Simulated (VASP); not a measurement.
Input:

```
Al
1.0
    0.00000     1.99277     1.99277
    1.99277     0.00000     1.99277
    1.99277     1.99277     0.00000
Al
1
Direct
  0.00000   0.00000   0.00000
```

The numbers are results of LDA (Ceperley-Alder, Perdew-Zunger), VASP's LDA PAW potentials (set 64) (plane waves; VASP), not measurements. Run with 500 eV cut-off, 16×16×16 Γ-centred mesh, first-order Methfessel-Paxton smearing of 0.10 eV, potentials Al.

Energy and stress use the plane-wave basis of the starting cell.

Question: The ions, cell shape and volume at an external pressure of 5.0 GPa are relaxed. Give the cell that the relaxation ends in.

Answer: 
```
Al
1.0
    0.00000     1.95801     1.95801
    1.95801     0.00000     1.95801
    1.95801     1.95801     0.00000
Al
1
Cartesian
  0.00000   0.00000   0.00000
```
Space group Fm-3m (225), at a tolerance of 0.03 Å.

Question: How do energy and volume change from the first to the last step?

Answer: The energy (σ→0) changes by +12.0 meV/atom and the volume by -5.1 %, in 3 ionic steps.

| step | E(σ→0) (eV) | max force (eV/Å) | pressure (GPa) | volume (Å³) |
|---|---|---|---|---|
| 1 | -4.1975 | 0.000 | -0.07 | 15.83 |
| 2 | -4.1738 | 0.000 | 7.27 | 14.71 |
| 3 | -4.1855 | 0.000 | 5.00 | 15.01 |

The compound is Al in the fcc structure. This run relaxes it under an external pressure of 5 GPa. Symmetry was kept, so distortions that lower it aren't found.
